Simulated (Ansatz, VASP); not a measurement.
# Al2O3 (Corundum) in two plane-wave programs

One calculation is typed for both programs; each brings its own data sets. How far apart do they land? The cell is taken from a series of runs on this material, whose earlier steps may have relaxed, scaled, displaced or heated it; both programs get it as it stands.

Calculated with Ansatz 0.2.0; plane waves, with VASP 6.6.1 beside it; zone-centre phonons at LDA.

### 1. Starting point

The structure is trigonal, space group R-3c (No. 167). The conventional cell has a = 4.698 Å, b = 4.698 Å, c = 12.797 Å, α = 90.00°, β = 90.00°, γ = 120.00°. Nearest to O lie 4 Al at 1.83 to 1.94 Å. Nearest to Al lie 6 O at 1.83 to 1.94 Å. Farther neighbours and most contacts between anions are not listed.

### 2. Ansatz: zone-centre phonons, LDA

Ansatz runs on its PAW soft_1 files.

Second derivatives magnify differences that forces hide, and they need a tight electronic threshold.

File input.yaml:

```yaml
crystal:
  lattice:
    - [2.3490368579, 1.3562170623, 4.2658097626]
    - [-2.3490368579, 1.3562170623, 4.2658097626]
    - [0.0, -2.7124341245, 4.2658097626]
  atoms:
    - { symbol: O, position: [0.5560521499, 0.9439478501, 0.25] }
    - { symbol: O, position: [0.25, 0.5560521499, 0.9439478501] }
    - { symbol: O, position: [0.9439478501, 0.25, 0.5560521499] }
    - { symbol: O, position: [0.4439478501, 0.0560521499, 0.75] }
    - { symbol: O, position: [0.75, 0.4439478501, 0.0560521499] }
    - { symbol: O, position: [0.0560521499, 0.75, 0.4439478501] }
    - { symbol: Al, position: [0.3519440817, 0.3519440817, 0.3519440817] }
    - { symbol: Al, position: [0.1480559183, 0.1480559183, 0.1480559183] }
    - { symbol: Al, position: [0.6480559183, 0.6480559183, 0.6480559183] }
    - { symbol: Al, position: [0.8519440817, 0.8519440817, 0.8519440817] }
kpoints:
  mp_grid: { grid: [6, 6, 6] }
hamiltonian:
  xc: lda
  pseudopotentials: { kind: paw, azcp: { folder: soft_1 }, xc_functional: pbe }
scf:
  occupations: { method: fixed }
output:
  eigenvalues: true
phonons:
  method: dfpt
  dielectric: true
  rigid_motions: translations
```

Run with:

```console
$ ansatz run input.yaml --threads 8 --pin off --max-ram 20480MiB --backend cpu --events-out ev --progress --plain --runs-dir out
```

Numbers of over 12 decimals in the logs are rounded to 6 here.

Log:

```text
Engine: ansatz 0.2.0, aarch64-unknown-linux-gnu
Pseudopotentials: kind: paw
Pseudopotential: O, paw, valence charge 6, recommended cutoff 420 eV (normal), soft_1/O.paw.azcp
Pseudopotential: Al, paw, valence charge 3, recommended cutoff 420 eV (normal), soft_1/Al.paw.azcp
Functional definition: SPW92
  exchange = slater_x
  correlation = pw_c
Crystal: 10 atoms, lattice volume = 81.540 Å³
Basis set: ecut = 420 eV, 1593 PW (Γ), exchange–correlation on 72×72×72 points (8 copies of the dense FFT grid, shifted against one another)
Bands: 34, of which v1, the nominal top of the filled ones, is band 24 counted from 1 (23 counted from 0)
Symmetry: 12 space group operations
k-points: 112 of 216 (irreducible under 1 space group operation, time reversal used)
Non-local potential: O, projectors of the file, l = 0: 2, l = 1: 2, l = 2: 1
Non-local potential: Al, projectors of the file, l = 0: 2, l = 1: 2, l = 2: 1
PAW form: soft (Blöchl's): semilocal exchange-correlation on the pseudo side does not see the compensation charge
PAW frozen core: O, regenerated for the run's functional, and the local potential with it (the file was generated under x = pbe(κ = 0.804, μ = 0.219515), c = pbe(β = 0.066725))
PAW frozen core: Al, regenerated for the run's functional, and the local potential with it (the file was generated under x = pbe(κ = 0.804, μ = 0.219515), c = pbe(β = 0.066725))
PAW one-centre angular grid: O, 110 points (default); XC on 64 Gauss nodes
PAW one-centre angular grid: Al, 110 points (default); XC on 64 Gauss nodes
Initial density: superposition of atomic densities (chi_scale 0.1, normalization cell, long waves kept (reshape's long-wave potential 0.00 eV rms))
Initial wavefunctions: pseudopotential atomic-orbital guess
Functional: x = slater, c = lda
SCF iter   1: F=—  HF=-5403.690244 eV  |F-HF|=—  |Δ(HF+E_count)|=         —  Δρ=1.26e-1  dr2=1.19e1  ethr=3.10e-3  ⟨swp⟩=5.1  Hψ=14730  notcnv=0  defer=710
preconditioner: auto → none  [insulator: Δε(μ)=7.780 eV  Ē_g=18.839 eV  n_scr=14 (ndim 8)  ℏωp=28.5 eV  f_vac=0.000  ε∞_Penn≈3.3]
SCF iter   2: F=—  HF=-5400.334476 eV  |F-HF|=—  |Δ(HF+E_count)|=    3.36e0  Δρ=6.45e-2  dr2=1.39e0  ethr=3.10e-3  ⟨swp⟩=3.4  Hψ=9071  notcnv=0  defer=844
SCF iter   3: F=—  HF=-5399.903457 eV  |F-HF|=—  |Δ(HF+E_count)|=   4.31e-1  Δρ=1.92e-2  dr2=1.43e-1  ethr=2.89e-3  ⟨swp⟩=2.2  Hψ=6508  notcnv=0  defer=718
SCF iter   4: F=—  HF=-5399.864122 eV  |F-HF|=—  |Δ(HF+E_count)|=   3.93e-2  Δρ=1.47e-3  dr2=8.62e-4  ethr=2.98e-4  ⟨swp⟩=2.0  Hψ=4198  notcnv=0  defer=896
SCF iter   5: F=—  HF=-5399.863990 eV  |F-HF|=—  |Δ(HF+E_count)|=   1.32e-4  Δρ=2.53e-4  dr2=1.20e-5  ethr=1.80e-6  ⟨swp⟩=2.4  Hψ=5870  notcnv=0  defer=896
SCF iter   6: F=—  HF=-5399.863990 eV  |F-HF|=—  |Δ(HF+E_count)|=   7.64e-7  Δρ=2.65e-5  dr2=3.38e-7  ethr=2.51e-8  ⟨swp⟩=2.3  Hψ=6160  notcnv=0  defer=540
SCF iter   7: F=—  HF=-5399.863990 eV  |F-HF|=—  |Δ(HF+E_count)|=   1.32e-8  Δρ=5.64e-6  dr2=1.61e-8  ethr=7.05e-10  ⟨swp⟩=2.0  Hψ=6282  notcnv=0  defer=477
SCF iter   8: F=—  HF=-5399.863990 eV  |F-HF|=—  |Δ(HF+E_count)|=   6.96e-9  Δρ=4.24e-7  dr2=1.32e-10  ethr=3.36e-11  ⟨swp⟩=3.0  Hψ=6921  notcnv=0  defer=477
SCF iter   9: F=-5399.863990 eV  HF=-5399.863990 eV  |F-HF|=1.82e-12  |Δ(HF+E_count)|=  4.55e-11  Δρ=4.32e-8  dr2=7.84e-13  ethr=1.00e-12  ⟨swp⟩=15.1  Hψ=25725  notcnv=0
SCF 1 converged in 9 iterations: F = -5399.863990 eV  dr2 = 7.84e-13
  greatest PAW one-centre occupation: 0.853 electrons in one spin orbital (limit 2), on the O atom at site 5 (counted from 0), in its partial waves of l = 0
NSCF: frozen V_eff on 6 k-points
DFPT response loops at Γ: preconditioner auto → none (the input reference at scf.mixing.eps_inf says where Resta's filter doesn't serve); β = 0.50; Broyden in place of MSR1
SCF converged after 9 iterations
Free energy (F): -5399.863990 eV
Harris-Foulkes:  -5399.863990 eV  (|F-HF|=1.82e-12)
Internal energy: -5399.863990 eV  (E = F + TS)
E sigma→0 (E₀):  -5399.863990 eV
Fermi energy:    7.907625 eV
--- Per-component energies (eV) ---
  E_band       = 70.538532
  E_kinetic    = 1142.682003
  E_local      = -1922.999230  (includes V_loc(G=0)·N_el)
  E_nonlocal   = 368.236110
  E_hartree    = 725.508569
  E_xc         = -585.807096
  E_vxc        = -679.030285  (∫ρ·V_xc dr)
  E_paw        = -2697.674460  (= ΣΔE_a)
  E_vpaw       = -289.372132  (= ΣTr[D̂ρ^β])
  E_aug_tail   = 0.004898  (compensation charges beyond the density's cutoff)
  E_ewald      = -2430.619179
  E_core_change = 0.804395  (= ΣΔE_core)
  E_smearing   = -0.000000  (= −TS)
  E_closure    = -0.000000  (closes the sum)
  Σ components = -5399.863990   (vs F -5399.863990, Δ=0.00e0)
--- Band table (eV; the first three rows and the last of 112) ---
  k-point 0: bands = [... 20 lower, 7.3516, 7.8511, 7.8511, 7.9076, 14.5970, 17.1769, 18.9838, 19.6586, ... 6 higher]
  k-point 1: bands = [... 20 lower, 7.1536, 7.5318, 7.8060, 7.8475, 15.2070, 17.6921, 18.5266, 19.1848, ... 6 higher]
  k-point 2: bands = [... 20 lower, 6.9900, 7.3109, 7.6446, 7.6976, 16.4786, 17.9697, 18.1812, 18.7422, ... 6 higher]
  k-point 111: bands = [... 20 lower, 7.4855, 7.4855, 7.4855, 7.4855, 16.8863, 16.8863, 19.1139, 19.1139, ... 6 higher]
--- Phonons (Γ-DFPT): 5 representative perturbations + reference, on 112 of 216 k-points (Σ response iterations 15) ---
  k mesh reduced under 1 symmetry operation, with k and −k counted as one. Each operation leaves every solved perturbation unchanged. A smaller set is not considered because the run solves the response to a homogeneous field
  ASR residual: 3.572e-5 → 0.000e0 eV/Å²; symmetrization residual: 2.357e-5 eV/Å²
  ASR residual per site (eV/Å²): 3.57e-5 3.10e-5 3.10e-5 3.57e-5 3.10e-5 3.10e-5 2.59e-5 2.59e-5 2.59e-5 2.59e-5
  Γ frequencies (cm⁻¹): 0.00 0.00 0.00 320.88 379.67 379.67 401.62 401.62 404.01 428.15 446.86 446.86 449.22 449.22 457.02 457.02 537.85 591.61 591.61 598.94 598.94 612.03 616.16 651.96 651.96 663.11 706.18 770.81 775.70 775.70
  ε∞ (high-frequency dielectric tensor):
        3.225563    -0.000000     0.000000
       -0.000000     3.225563    -0.000000
       -0.000000    -0.000000     3.184444
  ε⁰ (static dielectric tensor: ions relaxed, cell fixed):
        8.919699     0.000000    -0.000000
        0.000000     8.919699     0.000000
       -0.000000     0.000000    10.730933
  ε⁰ − ε∞ (ionic part):
        5.694136     0.000000    -0.000000
        0.000000     5.694136     0.000000
       -0.000000     0.000000     7.546489
  softest optical mode at Γ: 320.88 cm⁻¹; the repairs (sum rule, projections) moved no ω² at Γ by more than (3.62 cm⁻¹)²
  Born effective charges Z* (e; rows j = field, columns β = displacement):
    site 0:
        -2.06791    0.00000    0.00000
        -0.00000   -1.86883    0.25486
         0.00000    0.34424   -1.94593
    site 1:
        -1.91860    0.08620   -0.22071
         0.08620   -2.01814   -0.12743
        -0.29812   -0.17212   -1.94593
    site 2:
        -1.91860   -0.08620    0.22071
        -0.08620   -2.01814   -0.12743
         0.29812   -0.17212   -1.94593
    site 3:
        -2.06791    0.00000    0.00000
        -0.00000   -1.86883    0.25486
         0.00000    0.34424   -1.94593
    site 4:
        -1.91860    0.08620   -0.22071
         0.08620   -2.01814   -0.12743
        -0.29812   -0.17212   -1.94593
    site 5:
[...]
site 6:
[...]
site 7:
[...]
site 8:
[...]
site 9:
[...]
Z* charge neutrality: 4.632e-6 e pre-enforcement
  k-mesh period / interband length: 28.2 Å / 1.20 Å = 23.58 at k = (0.0000, 0.0000, 0.0000), direct gap 6.689 eV — 14 or more, which is no proof of convergence
  optical modes at Γ without the LO–TO term, one row a degenerate level:
      ω (cm⁻¹)  modes    IR ((D/Å)²/amu)
[...]
optical modes at Γ + LO–TO along q̂ = [1.0000, 0.0000, 0.0000]:
      ω (cm⁻¹)  modes    IR ((D/Å)²/amu)
[...]
optical modes at Γ + LO–TO along q̂ = [0.0000, 1.0000, 0.0000]:
      ω (cm⁻¹)  modes    IR ((D/Å)²/amu)
[...]
optical modes at Γ + LO–TO along q̂ = [0.0000, 0.0000, 1.0000]:
      ω (cm⁻¹)  modes    IR ((D/Å)²/amu)
[...]
598.94      2            77.9366
        616.16      1             0.0000
        651.96      2            12.1835
        663.11      1             0.0000
        706.18      1             0.0000
        770.81      1             0.0000
        775.70      2             0.0000
        892.07      1            60.4183
```

In the SCF lines HF is the Harris–Foulkes energy and dr2 the Hartree energy of the density residual, in eV; the loop may stop once dr2 is under the threshold and the program's other checks hold. Hψ counts applications of the Hamiltonian.

(Continued in part 2 of 3.)

[Lines on the potential files, build, host, timing and source positions are cut from VASP's logs without a mark.]

[Logs are printed without paths, hosts, clocks, repeated set-up lines and the standing remarks that a program may print on its own settings, such as how far it seeks lower states.]

[Hosts, paths, dates, database ids (printed as entryN), source tags and the programs' standing remarks are cut or masked in the printed files.]
